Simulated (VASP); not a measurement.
OSZICAR of a VASP run on Zn (hcp):

OSZICAR:
```
       N       E                     dE             d eps       ncg     rms          rms(c)
DAV:   1     0.904753774486E+02    0.90475E+02   -0.12613E+04  5480   0.249E+03
DAV:   2    -0.160511031923E+01   -0.92080E+02   -0.90918E+02  5368   0.302E+02
DAV:   3    -0.398233122629E+01   -0.23772E+01   -0.23734E+01  6440   0.604E+01
DAV:   4    -0.398803428936E+01   -0.57031E-02   -0.57025E-02  6344   0.285E+00
DAV:   5    -0.398804154621E+01   -0.72569E-05   -0.72576E-05  6456   0.860E-02    0.731E+00
DAV:   6    -0.361039163419E+01    0.37765E+00   -0.15042E+00  5424   0.303E+01    0.477E+00
DAV:   7    -0.357684010065E+01    0.33552E-01   -0.59221E-02  6640   0.477E+00    0.228E+00
DAV:   8    -0.356406967848E+01    0.12770E-01   -0.31362E-03  7840   0.106E+00    0.578E-02
DAV:   9    -0.356403275870E+01    0.36920E-04   -0.27570E-04  7344   0.230E-01    0.252E-02
DAV:  10    -0.356403322707E+01   -0.46837E-06   -0.15514E-05  6408   0.468E-02    0.235E-03
DAV:  11    -0.356403329281E+01   -0.65739E-07   -0.82926E-07  4496   0.101E-02
   1 F= -.61288928E+00 E0= -.61275001E+00  d E =-.612889E+00
       N       E                     dE             d eps       ncg     rms          rms(c)
DAV:   1    -0.362984164195E+01   -0.65808E-01   -0.11697E+00  6384   0.106E+01    0.148E+00
DAV:   2    -0.359289699284E+01    0.36945E-01   -0.34770E-02  5936   0.374E+00    0.879E-01
DAV:   3    -0.357349341974E+01    0.19404E-01   -0.23657E-02  7544   0.302E+00    0.103E-01
DAV:   4    -0.357368466003E+01   -0.19124E-03   -0.25133E-03  5744   0.597E-01    0.636E-02
DAV:   5    -0.357367309458E+01    0.11565E-04   -0.33890E-05  6272   0.930E-02    0.130E-02
DAV:   6    -0.357367068534E+01    0.24092E-05   -0.19752E-06  4832   0.463E-02    0.158E-03
DAV:   7    -0.357367080253E+01   -0.11720E-06   -0.11171E-06  3152   0.135E-02
   2 F= -.62084076E+00 E0= -.62074521E+00  d E =-.795148E-02
       N       E                     dE             d eps       ncg     rms          rms(c)
DAV:   1    -0.361017261219E+01   -0.36502E-01   -0.68522E-01  6400   0.808E+00    0.113E+00
DAV:   2    -0.358865935448E+01    0.21513E-01   -0.19523E-02  5936   0.286E+00    0.673E-01
DAV:   3    -0.357735379282E+01    0.11306E-01   -0.13724E-02  7504   0.235E+00    0.775E-02
DAV:   4    -0.357746354541E+01   -0.10975E-03   -0.14891E-03  5768   0.464E-01    0.434E-02
DAV:   5    -0.357745898664E+01    0.45588E-05   -0.13754E-05  6296   0.817E-02    0.877E-03
DAV:   6    -0.357745824518E+01    0.74146E-06   -0.78752E-07  4112   0.302E-02
   3 F= -.62386154E+00 E0= -.62369267E+00  d E =-.109723E-01
       N       E                     dE             d eps       ncg     rms          rms(c)
DAV:   1    -0.370258969396E+01   -0.12513E+00   -0.27251E+00  6416   0.162E+01    0.228E+00
DAV:   2    -0.361733247670E+01    0.85257E-01   -0.75876E-02  6040   0.559E+00    0.136E+00
DAV:   3    -0.357203303387E+01    0.45299E-01   -0.52649E-02  7520   0.478E+00    0.154E-01
DAV:   4    -0.357247888381E+01   -0.44585E-03   -0.61208E-03  5688   0.963E-01    0.865E-02
DAV:   5    -0.357246192370E+01    0.16960E-04   -0.55960E-05  6144   0.163E-01    0.178E-02
DAV:   6    -0.357245843131E+01    0.34924E-05   -0.34268E-06  5152   0.620E-02    0.358E-03
DAV:   7    -0.357245868101E+01   -0.24970E-06   -0.21558E-06  3904   0.191E-02
   4 F= -.61870938E+00 E0= -.61867781E+00  d E =-.582010E-02
       N       E                     dE             d eps       ncg     rms          rms(c)
DAV:   1    -0.365646063121E+01   -0.84002E-01   -0.16125E+00  6384   0.124E+01    0.175E+00
DAV:   2    -0.360514811380E+01    0.51313E-01   -0.47234E-02  5920   0.440E+00    0.104E+00
DAV:   3    -0.357793942961E+01    0.27209E-01   -0.33773E-02  7504   0.367E+00    0.122E-01
DAV:   4    -0.357820602228E+01   -0.26659E-03   -0.36256E-03  5656   0.712E-01    0.696E-02
DAV:   5    -0.357819410705E+01    0.11915E-04   -0.32648E-05  6208   0.128E-01    0.114E-02
DAV:   6    -0.357819186039E+01    0.22467E-05   -0.21330E-06  4744   0.409E-02    0.263E-03
DAV:   7    -0.357819196922E+01   -0.10883E-06   -0.11813E-06  2960   0.153E-02
   5 F= -.62439332E+00 E0= -.62431527E+00  d E =-.115040E-01
       N       E                     dE             d eps       ncg     rms          rms(c)
DAV:   1    -0.364812152458E+01   -0.69930E-01   -0.12983E+00  5368   0.238E+01    0.247E+00
DAV:   2    -0.354118265515E+01    0.10694E+00   -0.39160E-01  5768   0.156E+01    0.840E-01
DAV:   3    -0.352921590590E+01    0.11967E-01   -0.95595E-03  6544   0.178E+00    0.462E-01
DAV:   4    -0.352423387158E+01    0.49820E-02   -0.16014E-03  8312   0.879E-01    0.362E-02
DAV:   5    -0.352425046170E+01   -0.16590E-04   -0.23641E-04  5824   0.188E-01    0.130E-02
DAV:   6    -0.352425138107E+01   -0.91937E-06   -0.56535E-06  5920   0.232E-02
   6 F= -.62305547E+00 E0= -.62310675E+00  d E =0.133785E-02
       N       E                     dE             d eps       ncg     rms          rms(c)
DAV:   1    -0.360624885489E+01   -0.81998E-01   -0.51178E-01  5416   0.153E+01    0.151E+00
DAV:   2    -0.356549117720E+01    0.40758E-01   -0.13822E-01  5816   0.911E+00    0.540E-01
DAV:   3    -0.356084265540E+01    0.46485E-02   -0.23237E-03  6096   0.761E-01    0.288E-01
DAV:   4    -0.355896313288E+01    0.18795E-02   -0.64826E-04  8512   0.524E-01    0.198E-02
DAV:   5    -0.355897117899E+01   -0.80461E-05   -0.91281E-05  5544   0.109E-01    0.693E-03
DAV:   6    -0.355897139062E+01   -0.21164E-06   -0.12937E-06  4272   0.127E-02
   7 F= -.62507775E+00 E0= -.62506036E+00  d E =-.684438E-03
       N       E                     dE             d eps       ncg     rms          rms(c)
DAV:   1    -0.355824834581E+01    0.72283E-03   -0.25485E-04  5408   0.338E-01    0.344E-02
DAV:   2    -0.355822749288E+01    0.20853E-04   -0.74068E-05  5704   0.212E-01    0.124E-02
DAV:   3    -0.355822507819E+01    0.24147E-05   -0.13234E-06  3200   0.202E-02    0.665E-03
DAV:   4    -0.355822398799E+01    0.10902E-05   -0.30181E-07  3016   0.131E-02    0.327E-04
DAV:   5    -0.355822400528E+01   -0.17288E-07   -0.20170E-07  2672   0.596E-03
   8 F= -.62507604E+00 E0= -.62506062E+00  d E =-.682719E-03
```

**Question.** Which electronic solver shows in the log?

**Answer.** It is blocked Davidson (ALGO = Normal, or the opening steps of other solvers). The INCAR had ALGO = Normal.

**Question.** Can the final energy be trusted as converged?

**Answer.** The run converged. It stopped with EDIFF = 1E-6, NELM = 100, NSW = 40 and EDIFFG = -0.02 after 8 ionic steps (LDA (Ceperley-Alder, Perdew-Zunger), plane waves, VASP's LDA PAW potentials (set 64)).

The compound is Zn in the hcp structure. This run relaxes it under an external pressure of 20 GPa. Symmetry was kept, so distortions that lower it aren't found.
